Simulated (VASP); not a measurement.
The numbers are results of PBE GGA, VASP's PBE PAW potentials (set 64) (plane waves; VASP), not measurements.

The input files of a VASP run:

INCAR:
```
ALGO  =  Normal
EDIFF  =  1E-6   # SCF stop (eV)
ISIF  =  2   # forces and stress, cell fixed
ISMEAR  =  -1   # Fermi-Dirac
SIGMA  =  0.3
LWAVE  =  .False.
LASPH  =  .True.
GGA  =  PE
ENCUT  =  520   # plane-wave cut-off (eV)
LCHARG  =  .False.
NELM  =  100   # most electronic steps
PREC  =  Accurate
LREAL  =  .False.
LMAXMIX  =  6   # l cut-off of mixed one-centre charges
SYSTEM  =  GdN
```

File KPOINTS:
```
Automatic mesh
0
Gamma
8 8 8
0 0 0
```

**POSCAR**
```
GdN
1
    0.0000000000     2.4396240000     2.5632720000
    2.5408420000     0.0000000000     2.5632720000
    2.5408420000     2.4396240000     0.0000000000
Gd N
1 1
Direct
  0.0000000000   0.0000000000   0.0000000000
  0.4948920000   0.5051080000   0.5051080000
```

POTCAR, in this order: Gd_3 N (PBE.64 set). Program: vasp_std.

The run wrote:

**OSZICAR**
```
       N       E                     dE             d eps       ncg     rms          rms(c)
DAV:   1     0.447616254641E+02    0.44762E+02   -0.68277E+03  2090   0.118E+03
DAV:   2    -0.152426185004E+02   -0.60004E+02   -0.55655E+02  2744   0.234E+02
DAV:   3    -0.184186661493E+02   -0.31760E+01   -0.30886E+01  2787   0.437E+01
DAV:   4    -0.184671369491E+02   -0.48471E-01   -0.48371E-01  2594   0.478E+00
DAV:   5    -0.184680896953E+02   -0.95275E-03   -0.95225E-03  2813   0.570E-01    0.257E+01
DAV:   6    -0.163852562076E+02    0.20828E+01   -0.19535E+01  2452   0.263E+01    0.236E+01
DAV:   7    -0.161539779076E+02    0.23128E+00   -0.15544E+00  2452   0.815E+00    0.163E+01
DAV:   8    -0.161575238829E+02   -0.35460E-02   -0.15127E-01  2407   0.393E+00    0.586E+00
DAV:   9    -0.161507619228E+02    0.67620E-02   -0.25064E-02  2545   0.122E+00    0.467E-01
DAV:  10    -0.161510267497E+02   -0.26483E-03   -0.71832E-04  2861   0.253E-01    0.451E-01
DAV:  11    -0.161510022856E+02    0.24464E-04   -0.17320E-04  2694   0.971E-02    0.245E-02
DAV:  12    -0.161510030385E+02   -0.75291E-06   -0.55539E-06  2651   0.231E-02
   1 F= -.16151003E+02 E0= -.16109789E+02  d E =-.824280E-01
```

File OUTCAR:
```
------------------------ aborting loop because EDIFF is reached ----------------------------------------
  FORCE on cell =-STRESS in cart. coord.  units (eV):
  Direction    XX          YY          ZZ          XY          YZ          ZX
  --------------------------------------------------------------------------------------
  Total       -1.1918267      0.5549347     -1.5081254      0.0000000      0.0000000      0.0000000
  in kB      -60.0894780     27.9786777    -76.0366192      0.0000000      0.0000000      0.0000000
  external PRESSURE =     -36.0491398 kB  Pullay stress =       0.0000000 kB
  volume of cell :       31.78
      direct lattice vectors                 reciprocal lattice vectors
     0.000000000  2.439624000  2.563272000    -0.196785160  0.204949615  0.195063185
     2.540842000  0.000000000  2.563272000     0.196785160 -0.204949615  0.195063185
     2.540842000  2.439624000  0.000000000     0.196785160  0.204949615 -0.195063185
 POSITION                                       TOTAL-FORCE (eV/Angst)
 -----------------------------------------------------------------------------------
      0.00000      0.00000      0.00000         0.009705      0.000000      0.000000
      2.56680      2.43962      2.56327        -0.009705      0.000000      0.000000
 -----------------------------------------------------------------------------------
    total drift:                                0.000066     -0.000000     -0.000000
  FREE ENERGIE OF THE ION-ELECTRON SYSTEM (eV)
  ---------------------------------------------------
  free  energy   TOTEN  =       -16.1510030385 eV

  energy  without entropy=      -16.0685750782  energy(sigma->0) =      -16.10978906
```
(Selected blocks of OUTCAR.)

The 4f electrons are frozen in the core of the lanthanide potential, so 4f levels, which can set the real gap, and their magnetism are missing.

The compound is GdN in the rock salt structure. The cell was not relaxed at this level, atoms are displaced from their ideal sites. The run is one of a series of settings (ISMEAR = -1, SIGMA = 0.3 against the base run), some of them coarse on purpose.
